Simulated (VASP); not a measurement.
An input for Ansatz (written as the equivalent of a VASP run, and not itself run):

Ansatz 0.2 input:
```yaml
crystal:
  lattice:
    - [1.5410675, -2.6692066, 0.0000000]
    - [1.5410675, 2.6692066, 0.0000000]
    - [0.0000000, 0.0000000, 3.4680983]
  atoms:
    - { symbol: Mg, position: [0.0000000, 0.0000000, 0.0000000] }
    - { symbol: B, position: [0.3333330, 0.6666670, 0.5000000] }
    - { symbol: B, position: [0.6666670, 0.3333330, 0.5000000] }
kpoints:
  mp_grid: { grid: [10, 10, 8] }
hamiltonian:
  xc: pbe
  pseudopotentials: { kind: paw }
scf:
  occupations: { method: methfessel_paxton, width: 0.1 }
  max_iter: 100
relax:
  max_steps: 30
  f_tol: 0.01
output: { forces: true, stress: true, eigenvalues: true }
```

Question: Translate this input to VASP (INCAR, KPOINTS, POSCAR, choice of POTCAR).

Answer: Several could match; the one computed here: 
**KPOINTS**
```
K-points
0
gamma
  10 10 8
0 0 0
```

### INCAR
```
SYSTEM = MgB2
PREC = Accurate; ENCUT = 600; LREAL = .FALSE.
LASPH = .TRUE.
EDIFF = 1E-7; NELM = 100; ALGO = Normal
ISMEAR = 1; SIGMA = 0.1
GGA = PE
IBRION = 2; NSW = 30; ISIF = 2
EDIFFG = -0.01
LWAVE = .FALSE.; LCHARG = .FALSE.
```

**POSCAR**
```
MgB2
1
    1.5410674568    -2.6692066392     0.0000000000
    1.5410674568     2.6692066392     0.0000000000
    0.0000000000     0.0000000000     3.4680983167
Mg B
1 2
Direct
  0.0000000000   0.0000000000   0.0000000000
  0.3333330000   0.6666670000   0.5000000000
  0.6666670000   0.3333330000   0.5000000000
```

POTCAR, in this order: Mg B (PBE.64 set). Program: vasp_std.

Limits of the translation: each code has its own PAW files, so the cut-off isn't converted (ENCUT is set for VASP's; basis.ecutwfc is left out, and Ansatz then takes the one that its files recommend); Ansatz stops its SCF on the density residual and VASP on the energy change (EDIFF).

The compound is MgB2 in the AlB2 type structure. This cell was strained or had an atom moved on purpose.
